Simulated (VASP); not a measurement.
Method: PBEsol GGA, VASP's PBE PAW potentials (set 64) (plane waves; VASP).

VASP ran on this input.

### INCAR
```
ALGO = Normal
DIPOL = 0.5 0.5 0.5
EDIFF = 1E-6
ENCUT = 400
GGA = PS
IDIPOL = 3
ISMEAR = 0
LASPH = T
LCHARG = F
LDIPOL = T
LMAXMIX = 4
LORBIT = 11
LREAL = F
LVHAR = T
LWAVE = F
NELM = 100
NELMIN = 4
PREC = Normal
SIGMA = 0.05
SYSTEM = AgI(100) slab
```

### KPOINTS
```
Regular mesh
0
Gamma
  3 5 1
```

**POSCAR**
```
AgI(100) slab
7.4477680
  1.0000000574   0.0000000000   0.0000000000
  0.0000000000   0.6125783119   0.0000000000
  0.0000000000   0.0000000000   3.5934150735
Ag I
6 6
Cartesian
  0.0550924344   0.0000000000   2.2901208554
  0.4656478895   0.3062891560   2.2438105583
  0.9937980498   0.3062891560   1.8900288026
  0.4937980211   0.0000000000   1.7033862710
  0.9656479183   0.0000000000   1.3496045152
  0.5550924631   0.3062891560   1.3032942182
  0.3846961809   0.0000000000   2.4351946489
  0.8573283469   0.3062891560   2.2375177461
  0.3684372780   0.3062891560   1.8835717174
  0.8684373067   0.0000000000   1.7098433561
  0.3573283182   0.0000000000   1.3558973274
  0.8846962096   0.3062891560   1.1582204246
```

POTCAR, in this order: Ag I (PBE.64 set). Program: vasp_std. Read from the step before: WAVECAR.

Unless said otherwise, spin-orbit coupling is left out, though it shifts the bands of the heavy elements here.

Task: Estimate the energy per atom (σ→0), band gap (on the k-mesh).

Result: 
```json
{
  "energy per atom (σ→0)": "-2.688 eV/atom",
  "band gap (on the k-mesh)": "1.59 eV"
}
```

File OSZICAR:
```
       N       E                     dE             d eps       ncg     rms          rms(c)
DAV:   1    -0.322505418889E+02   -0.32251E+02   -0.10018E-05   832   0.114E-02    0.572E-03
DAV:   2    -0.322505413362E+02    0.55264E-06   -0.14860E-06   592   0.590E-03    0.157E-03
DAV:   3    -0.322505411991E+02    0.13717E-06   -0.63417E-07   512   0.265E-03    0.103E-03
DAV:   4    -0.322505411970E+02    0.21046E-08   -0.10029E-07   512   0.117E-03
   1 F= -.32250541E+02 E0= -.32250541E+02  d E =-.514635E-15
```

The cell is a thin slab with vacuum, built from AgI (wurtzite): (100) face.
